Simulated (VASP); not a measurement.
Given:

```xyz
2
Lattice="0.0000 2.5435 2.5435 2.5435 0.0000 2.5435 2.5435 2.5435 0.0000" Properties=species:S:1:pos:R:3 pbc="T T T"
Be     0.0000     0.0000     0.0000
Se     1.2718     1.2718     1.2718
```

Level of theory: LDA (Ceperley-Alder, Perdew-Zunger), VASP's LDA PAW potentials (set 64) (plane waves; VASP). Settings: 400 eV cut-off, 8×8×8 Γ-centred mesh, Gaussian smearing of 0.050 eV, potentials Be Se.

Q: Predict the energy per atom (σ→0), band gap (on the k-mesh) with the smallest direct gap where there is one.

A: 
```json
{
 "band gap (on the k-mesh)": "2.40 eV",
 "smallest direct gap (on the k-mesh)": "4.44 eV",
 "energy per atom (σ→0)": "-5.005 eV/atom"
}
```

The compound is BeSe in the zinc blende structure. It was relaxed first. The start is the result of an earlier pass.
